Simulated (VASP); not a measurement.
# CsMgBiO3 (R3m) in VASP: equation of state, part 2 of 2

VASP 6.6.1. Earlier steps stand in the parts before.

## 6. Equation of state, PBE, 23.79 Å³/atom (volume scaled by 1.04)

Contents of INCAR:

```
PREC = Accurate ; ENCUT = 520
EDIFF = 1E-7 ; ISMEAR = -1
SIGMA = 0.05 ; LREAL = F
LASPH = T ; NELM = 100
ALGO = Normal ; ISIF = 2
LWAVE = F ; LCHARG = F
GGA = PE ; NBANDS = 31
```

Contents of KPOINTS:

```
Automatic mesh
0
Gamma
  6 6 6
```

Contents of POSCAR:

```
CsMgBiO3
1.0
    3.2730285630      1.8896839218      3.8469755858
   -3.2730285630      1.8896839218      3.8469755858
    0.0000000000     -3.7793678438      3.8469755858
Bi Cs Mg O
1 1 1 3
Direct
    0.5652985500      0.5652985500      0.5652985500
    0.9172816500      0.9172816500      0.9172816500
    0.3021917400      0.3021917400      0.3021917400
    0.9822380200      0.4913922600      0.4913922600
    0.4913922600      0.4913922600      0.9822380200
    0.4913922600      0.9822380200      0.4913922600
```

Potentials or basis: VASP PAW PBE potentials, release 64 (Bi_d, Cs_sv, Mg, O).

On the command line:

```sh
$ cat potpaw_PBE.64/Bi_d/POTCAR potpaw_PBE.64/Cs_sv/POTCAR potpaw_PBE.64/Mg/POTCAR potpaw_PBE.64/O/POTCAR > POTCAR
$ mpirun -np 1 vasp_std > vasp.out
```

OUTCAR:

```text
PREC = Accurate
   ENCUT = 520
   EDIFF = 1E-7
   ISMEAR = -1
   LREAL = F
   LASPH = T
   NELM = 100
   ISIF = 2
   GGA = PE

 Found     32 irreducible k-points:

 Following reciprocal coordinates:
            Coordinates               Weight
  0.000000  0.000000  0.000000      1.000000
  0.166667  0.000000  0.000000      6.000000
  0.333333 -0.000000  0.000000      6.000000
  0.500000  0.000000  0.000000      3.000000
[... 286 lines left out ...]
  -------------------------------------------------------------------------------------
  Total       -2.4686075     -2.4686075     -0.3182308      0.0000000      0.0000000      0.0000000
  in kB      -27.7046698    -27.7046698     -3.5714385      0.0000000      0.0000000      0.0000000
  external PRESSURE =     -19.6602594 kB  Pullay stress =       0.0000000 kB

 VOLUME and BASIS-vectors are now :
 -----------------------------------------------------------------------------
  energy-cutoff  :      520.00
  volume of cell :      142.76
      direct lattice vectors                 reciprocal lattice vectors
     3.273028563  1.889683922  3.846975586     0.152763714  0.088198172  0.086648154
    -3.273028563  1.889683922  3.846975586    -0.152763714  0.088198172  0.086648154
     0.000000000 -3.779367844  3.846975586     0.000000000 -0.176396343  0.086648154

 POSITION                                       TOTAL-FORCE (eV/Angst)
 -----------------------------------------------------------------------------------
      0.00000     -0.00000      6.52407        -0.000000     -0.000000      0.827803
      0.00000     -0.00000     10.58628        -0.000000      0.000000     -0.052246
      0.00000     -0.00000      3.48757        -0.000000     -0.000000      0.139031
      1.60655      0.92754      7.55939        -0.136858     -0.079015     -0.304862
      0.00000     -1.85509      7.55939        -0.000000      0.158030     -0.304862
     -1.60655      0.92754      7.55939         0.136858     -0.079015     -0.304862
 -----------------------------------------------------------------------------------
    total drift:                               -0.000000     -0.000000     -0.001379

  FREE ENERGIE OF THE ION-ELECTRON SYSTEM (eV)
  ---------------------------------------------------
  free  energy   TOTEN  =       -30.5302866106 eV

  energy  without entropy=      -30.5302866105  energy(sigma->0) =      -30.53028661
```

OSZICAR:

```text
N       E                     dE             d eps       ncg     rms          rms(c)
DAV:   1     0.400558046891E+03    0.40056E+03   -0.20673E+04  1984   0.135E+03
DAV:   2     0.104380041679E+02   -0.39012E+03   -0.36884E+03  2287   0.346E+02
DAV:   3    -0.370643550919E+02   -0.47502E+02   -0.46814E+02  2392   0.133E+02
DAV:   4    -0.386496751045E+02   -0.15853E+01   -0.15806E+01  2372   0.286E+01
DAV:   5    -0.387022811047E+02   -0.52606E-01   -0.52602E-01  2664   0.478E+00    0.157E+01
DAV:   6    -0.306545563623E+02    0.80477E+01   -0.38475E+01  3052   0.646E+01    0.635E+00
DAV:   7    -0.306289961822E+02    0.25560E-01   -0.46634E+00  2257   0.117E+01    0.340E+00
DAV:   8    -0.305914615538E+02    0.37535E-01   -0.11735E+00  2355   0.672E+00    0.199E+00
DAV:   9    -0.305236096048E+02    0.67852E-01   -0.31520E-01  2833   0.331E+00    0.279E-01
DAV:  10    -0.305296006895E+02   -0.59911E-02   -0.18419E-02  2138   0.824E-01    0.129E-01
DAV:  11    -0.305301061664E+02   -0.50548E-03   -0.36262E-03  2593   0.324E-01    0.394E-02
DAV:  12    -0.305302702273E+02   -0.16406E-03   -0.42284E-04  2499   0.154E-01    0.172E-02
DAV:  13    -0.305302830314E+02   -0.12804E-04   -0.46119E-05  2730   0.401E-02    0.628E-03
DAV:  14    -0.305302867823E+02   -0.37509E-05   -0.11678E-05  2273   0.180E-02    0.442E-03
DAV:  15    -0.305302865470E+02    0.23522E-06   -0.14124E-06  2728   0.765E-03    0.660E-04
DAV:  16    -0.305302866106E+02   -0.63515E-07   -0.49507E-08  1691   0.140E-03
   1 F= -.30530287E+02 E0= -.30530287E+02  d E =-.445441E-10
```

Run time: 3.5 min. Hardware: 1 thread of Intel Xeon Platinum 8175M at 2.50GHz (Skylake/Cascade Lake), shared host; peak memory 0.34 GiB.

Results:

| Quantity | Value |
| --- | --- |
| Free energy | -30.5303 eV |
| Pressure | -2.0 GPa |
| Largest force | 0.828 eV/Å |
| Band gap on the k mesh | 2.44 eV, direct |

Caveat: spin-orbit coupling is left out, which as a rule narrows the gap of such compounds by several tenths of an eV.

## 7. Equation of state, PBE, 24.25 Å³/atom (volume scaled by 1.06)

Contents of INCAR:

```
SYSTEM = CsMgBiO3
PREC     = Accurate       ! precision mode
ENCUT    = 520            ! plane-wave cutoff, eV
EDIFF    = 1E-7           ! SCF threshold, eV
ISMEAR   = -1             ! smearing method
SIGMA    = 0.05           ! smearing width, eV
LREAL    = .FALSE.        ! projectors in reciprocal space
LASPH    = .TRUE.         ! aspherical terms in the spheres
NELM     = 60             ! most SCF steps
ALGO     = Normal         ! electronic algorithm
ISIF     = 2              ! what is computed and relaxed
LWAVE    = .FALSE.        ! write WAVECAR
LCHARG   = .FALSE.        ! write CHGCAR
GGA      = PE             ! functional
NBANDS   = 31             ! bands
```

Contents of KPOINTS:

```
regular mesh
0
G
  6 6 6
  0 0 0
```

POSCAR: that of step 6 with these lines changed.

```diff
@@ -2,5 +2,5 @@
 1.0
-    3.2730285630      1.8896839218      3.8469755858
-   -3.2730285630      1.8896839218      3.8469755858
-    0.0000000000     -3.7793678438      3.8469755858
+    3.2938764407      1.9017204497      3.8714792756
+   -3.2938764407      1.9017204497      3.8714792756
+    0.0000000000     -3.8034408995      3.8714792756
 Bi Cs Mg O
```

On the command line:

```sh
$ cat potpaw_PBE.64/Bi_d/POTCAR potpaw_PBE.64/Cs_sv/POTCAR potpaw_PBE.64/Mg/POTCAR potpaw_PBE.64/O/POTCAR > POTCAR
$ mpirun -np 1 vasp_std > vasp.out
```

Run time: 3.9 min. Hardware: 1 thread of Intel Xeon Platinum 8175M at 2.50GHz (Skylake/Cascade Lake), shared host; peak memory 0.33 GiB.

It converged, with:

| Property | Result |
| --- | --- |
| Free energy | -30.4901 eV |
| Pressure | -2.9 GPa |
| Largest force | 1.083 eV/Å |
| Band gap on the k mesh | 2.38 eV, direct |

Caveat: spin-orbit coupling is left out, which as a rule narrows the gap of such compounds by several tenths of an eV; forces of over 1 eV/Å show positions far from the minimum, so gaps and moduli don't describe the material at rest.

## 8. Equation of state, PBE

Potentials or basis: VASP PAW PBE potentials, release 64 (Bi_d, Cs_sv, Mg, O).

This step only gathers the single runs of the series.

What came out:

| Quantity | Value |
| --- | --- |
| Equilibrium volume | 23.00 Å³/atom |
| Bulk modulus at fixed shape and positions | 59 GPa |
| Pressure derivative of the bulk modulus | 4.4 |

Energy against volume, from the lowest point:
```tsv
volume (Å³/atom)	energy (meV/atom)
21.506	20.12
21.963	9.24
22.421	2.69
22.878	0.00
23.336	0.78
23.794	4.68
24.251	11.38
```

Caveat: the cell was scaled at fixed shape and fractional positions, which overstates the stiffness of a crystal with free parameters, most of all of layers and chains; spin-orbit coupling is left out, which moves the levels of the heavy elements.
